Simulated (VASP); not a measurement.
An input for Ansatz (written as the equivalent of a VASP run, and not itself run):

Ansatz 0.2 input:
```yaml
crystal:
  lattice:
    - [0.0000000, 2.8909671, 2.8909671]
    - [2.8909671, 0.0000000, 2.8909671]
    - [2.8909671, 2.8909671, 0.0000000]
  atoms:
    - { symbol: Tl, position: [0.0000000, 0.0000000, 0.0000000] }
    - { symbol: As, position: [0.5000000, 0.5000000, 0.5000000] }
kpoints:
  mp_grid: { grid: [10, 10, 10] }
hamiltonian:
  xc: pbesol
  pseudopotentials: { kind: paw }
scf:
  occupations: { method: methfessel_paxton, width: 0.1 }
  max_iter: 100
relax:
  max_steps: 60
  f_tol: 0.01
  cell: {}
output: { forces: true, stress: true, eigenvalues: true }
```

Q: Write the VASP files for the same calculation (PBEsol).

A: One answer among several that fit: 
**INCAR**
```
SYSTEM = TlAs
PREC = Accurate; ENCUT = 400; LREAL = .False.
LASPH = .True.
EDIFF = 1E-6; NELM = 100; ALGO = Normal
LMAXMIX = 4
ISMEAR = 1; SIGMA = 0.1
GGA = PS
IBRION = 2; NSW = 60; ISIF = 3
EDIFFG = -0.01
LWAVE = .False.; LCHARG = .False.
```

POSCAR:
```
TlAs
1
    0.0000000000     2.8909671091     2.8909671091
    2.8909671091     0.0000000000     2.8909671091
    2.8909671091     2.8909671091    -0.0000000000
Tl As
1 1
Direct
  0.0000000000   0.0000000000   0.0000000000
  0.5000000000   0.5000000000   0.5000000000
```

### KPOINTS
```
Automatic
0
Gamma
 10 10 10
```

POTCAR, in this order: Tl_d As (PBE.64 set). Program: vasp_std.

Limits of the translation: each code has its own PAW files, so the cut-off isn't converted (ENCUT is set for VASP's; basis.ecutwfc is left out, and Ansatz then takes the one that its files recommend); Ansatz stops its SCF on the density residual and VASP on the energy change (EDIFF).

The structure was generated: TlAs was put into the rock salt type (Fm-3m), which need not be its known phase. It was relaxed first. The start is the result of an earlier pass.
